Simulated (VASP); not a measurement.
Here is the system:

```
CELL_PARAMETERS angstrom
      2.26594     0.00000     0.00000
      0.00000     3.56149     0.00000
      0.00000     0.00000    24.65425
ATOMIC_POSITIONS crystal
  Be 0.50000 0.50000 0.35407
  Be 0.00000 0.00000 0.32754
  Be 0.00000 0.50000 0.43367
  Be 0.50000 0.00000 0.40714
  Be 0.50000 0.50000 0.51327
  Be 0.00000 0.00000 0.48673
  Be 0.00000 0.50000 0.59286
  Be 0.50000 0.00000 0.56633
  Be 0.50000 0.50000 0.67246
  Be 0.00000 0.00000 0.64592
```

Computed with r2SCAN meta-GGA, VASP's PBE PAW potentials (set 64) (plane waves; VASP 6.6.1). Run with PREC = Normal, EDIFF = 1E-5, 400 eV cut-off, 12×8×1 Γ-centred mesh, first-order Methfessel-Paxton smearing of 0.10 eV, potentials Be.

**Question.** The ions are relaxed. Predict the relaxed structure.

**Answer.** 
```
CELL_PARAMETERS angstrom
      2.26594     0.00000     0.00000
      0.00000     3.56149     0.00000
      0.00000     0.00000    24.65425
ATOMIC_POSITIONS crystal
  Be 0.50000 0.50000 0.35379
  Be 0.00000 0.00000 0.33436
  Be 0.00000 0.50000 0.43220
  Be 0.50000 0.00000 0.41078
  Be 0.50000 0.50000 0.51084
  Be 0.00000 0.00000 0.48916
  Be 0.00000 0.50000 0.58922
  Be 0.50000 0.00000 0.56780
  Be 0.50000 0.50000 0.66564
  Be 0.00000 0.00000 0.64621
```

**Question.** How much energy does the relaxation gain?

**Answer.** The energy (σ→0) changes by -10.8 meV/atom, in 9 ionic steps.

The cell is a thin slab with vacuum, built from Be (hcp): (100) face.
